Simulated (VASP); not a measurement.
# TlRu (F-43m) in VASP: a series of runs, part 2 of 2

VASP 6.6.1.

## 3. Relaxation of cell and atoms, LDA

Input file run.py:

```python
from ase.calculators.vasp import Vasp
from ase.filters import FrechetCellFilter
from ase.io import read
from ase.optimize import LBFGS

atoms = read('TlRu.cif')
calc = Vasp(
    directory='calc',
    xc='lda',
    pp='LDA',
    setups='recommended',
    prec='Accurate',
    encut=700,
    ediff=1e-07,
    ismear=1,
    sigma=0.1,
    lreal=False,
    lasph=True,
    nelm=60,
    algo='Normal',
    isif=2,
    lwave=False,
    lcharg=False,
    amix=0.6,
    kpts=[8, 8, 8],
    gamma=True,
)
atoms.calc = calc
opt = LBFGS(FrechetCellFilter(atoms), trajectory='relax.traj')
converged = opt.run(fmax=0.01, steps=40)
print('converged:', converged)

print('energy (eV):', atoms.get_potential_energy())
print('free energy (eV):', atoms.get_potential_energy(force_consistent=True))
print('forces (eV/A):')
print(atoms.get_forces())
print('stress (eV/A^3, Voigt):', atoms.get_stress())
print('Fermi level (eV):', calc.get_fermi_level())
print('cell (A, degrees):', atoms.cell.cellpar())
print('volume (A^3):', atoms.get_volume())
print('scaled positions:')
print(atoms.get_scaled_positions())
```

Input file TlRu.cif:

```cif
data_TlRu
_cell_length_a 4.24901439
_cell_length_b 4.24901439
_cell_length_c 4.24901439
_cell_angle_alpha 60.00000000
_cell_angle_beta 60.00000000
_cell_angle_gamma 60.00000000
_space_group_name_H-M_alt 'P1'
_space_group_name_Hall 'P 1'
_space_group_IT_number 1
loop_
_space_group_symop_operation_xyz
'x,y,z'
loop_
_atom_site_label
_atom_site_type_symbol
_atom_site_symmetry_multiplicity
_atom_site_Wyckoff_symbol
_atom_site_fract_x
_atom_site_fract_y
_atom_site_fract_z
_atom_site_occupancy
Tl1 Tl 1 a 0.0000000000 0.0000000000 0.0000000000 1
Ru1 Ru 1 a 0.7500000000 0.7500000000 0.7500000000 1
```

Potentials or basis: VASP PAW LDA potentials, release 64 (Tl_d, Ru_pv).

The run is started by

```bash
$ python run.py
```

The log of the run:

```text
Step     Time          Energy          fmax
LBFGS:    0 --:--:--       -9.777407        0.381818
LBFGS:    1 --:--:--       -9.782789        0.281784
LBFGS:    2 --:--:--       -9.788889        0.014097
LBFGS:    3 --:--:--       -9.788913        0.000803
converged: True
energy (eV): -9.78976533
free energy (eV): -9.78891253
forces (eV/A):
[[-0. -0.  0.]
 [ 0.  0. -0.]]
stress (eV/A^3, Voigt): [ 3.04962071e-05  3.04962071e-05  3.04962071e-05  0.00000000e+00
  0.00000000e+00 -0.00000000e+00]
Fermi level (eV): 4.83024179
cell (A, degrees): [ 4.20655244  4.20655244  4.20655244 60.         60.         60.        ]
volume (A^3): 52.63370287452307
scaled positions:
[[0.   0.   0.  ]
 [0.75 0.75 0.75]]
```

OUTCAR:

```text
AMIX = 0.600000
   ENCUT = 700.000000
   EDIFF = 1.00e-07
   PREC = Accurate
   ISIF = 2
   ISMEAR = 1
   NELM = 60
   LASPH = .TRUE.
   LREAL = .FALSE.

 ion  position               nearest neighbor table
   1  0.000  0.000  0.000-   2 2.58   2 2.58   2 2.58   2 2.58
   2  0.750  0.750  0.750-   1 2.58   1 2.58   1 2.58   1 2.58

[... 679 lines left out ...]
  Total       -0.0016051     -0.0016051     -0.0016051      0.0000000     -0.0000000     -0.0000000
  in kB       -0.0488603     -0.0488603     -0.0488603      0.0000000     -0.0000000     -0.0000000
  external PRESSURE =      -0.0488603 kB  Pullay stress =       0.0000000 kB

 VOLUME and BASIS-vectors are now :
 -----------------------------------------------------------------------------
  energy-cutoff  :      700.00
  volume of cell :       52.63
      direct lattice vectors                 reciprocal lattice vectors
     4.206552441  0.000000000  0.000000000     0.237724363 -0.137250225 -0.097050565
     2.103276221  3.642981276  0.000000000     0.000000000  0.274500450 -0.097050565
     2.103276221  1.214327092  3.434635686     0.000000000 -0.000000000  0.291151695

 POSITION                                       TOTAL-FORCE (eV/Angst)
 -----------------------------------------------------------------------------------
      0.00000      0.00000      0.00000        -0.000000     -0.000000      0.000000
      6.30983      3.64298      2.57598         0.000000      0.000000     -0.000000
 -----------------------------------------------------------------------------------
    total drift:                               -0.000000     -0.000000     -0.000000

  FREE ENERGIE OF THE ION-ELECTRON SYSTEM (eV)
  ---------------------------------------------------
  free  energy   TOTEN  =        -9.7889125289 eV

  energy  without entropy=       -9.7914709241  energy(sigma->0) =       -9.78976533
```

INCAR:

```text
AMIX = 0.600000
ENCUT = 700.000000
SIGMA = 0.100000
EDIFF = 1.00e-07
ALGO = Normal
PREC = Accurate
ISIF = 2
ISMEAR = 1
NELM = 60
LASPH = .TRUE.
LCHARG = .FALSE.
LWAVE = .FALSE.
LREAL = .FALSE.
```

Run time: 1.8 min. Hardware: 1 thread of Intel Xeon Platinum 8259CL at 2.50GHz (Skylake/Cascade Lake), shared host; peak memory 0.19 GiB.

Results:

| Quantity | Value |
| --- | --- |
| Free energy | -9.7889 eV |
| Relaxed volume | 26.32 Å³/atom |
| Relaxed cell | a = 4.207 Å, b = 4.207 Å, c = 4.207 Å, α = 60.00°, β = 60.00°, γ = 60.00° |
| Space group after relaxing (to 0.05 Å) | F-43m (No. 216) |
| Energy gained by relaxing | 5.7 meV/atom |
| Ionic steps | 4 |
| Pressure after relaxing | 0.0 GPa |
| Band gap on the k mesh | none (metal or under the smearing width) |

Step by step:
```csv
step,energy change (eV),largest force (eV/Å),pressure (GPa),volume (Å³)
1,0.0000,0.0000,-2.26,54.24
2,-0.0054,0.0000,-1.68,53.80
3,-0.0113,0.0000,0.09,52.58
4,-0.0114,0.0000,0.00,52.63
```

Final structure:
```
Tl Ru
1.0
     4.20655    0.00000    0.00000
     2.10328    3.64298    0.00000
     2.10328    1.21433    3.43464
Tl Ru
1 1
Direct
  0.00000 0.00000 0.00000
  0.75000 0.75000 0.75000
```

Spin-orbit coupling is left out, which matters for the levels of Tl.

## 4. For comparison

An earlier run on the cell as given: functional PBE; potentials or basis VASP PAW PBE potentials, release 64 (Tl_d, Ru_pv); cutoff 520 eV; k mesh 8 × 8 × 8; occupations fermi-dirac, width 0.05 eV; no spin polarisation.

- Pressure: 3.8 GPa
- Band gap on the k mesh: none (metal or under the smearing width)

## 5. The runs side by side

```csv
task,level,potentials or basis,cell,cutoff (eV),smearing,optimiser,other keys,gap on the mesh (eV),pressure (GPa),relaxed volume (Å³/atom)
relaxation of cell and atoms,PBE,"VASP PAW PBE potentials, release 64 (Tl_d, Ru_pv)",relaxed,600,methfessel-paxton 0.1 eV,-,-,none,0.0,28.58
relaxation of cell and atoms,LDA,"VASP PAW LDA potentials, release 64 (Tl_d, Ru_pv)",relaxed,700,methfessel-paxton 0.1 eV,LBFGS,AMIX = 0.6; ENCUT = 700,none,0.0,26.32
single point,PBE,"VASP PAW PBE potentials, release 64 (Tl_d, Ru_pv)",as given,520,fermi-dirac 0.05 eV,-,-,none,3.8,-
```

Alike in all rows: no spin polarisation; k mesh 8 × 8 × 8.

Total energies depend on the potentials used, so only differences within one code and one set of settings carry meaning.
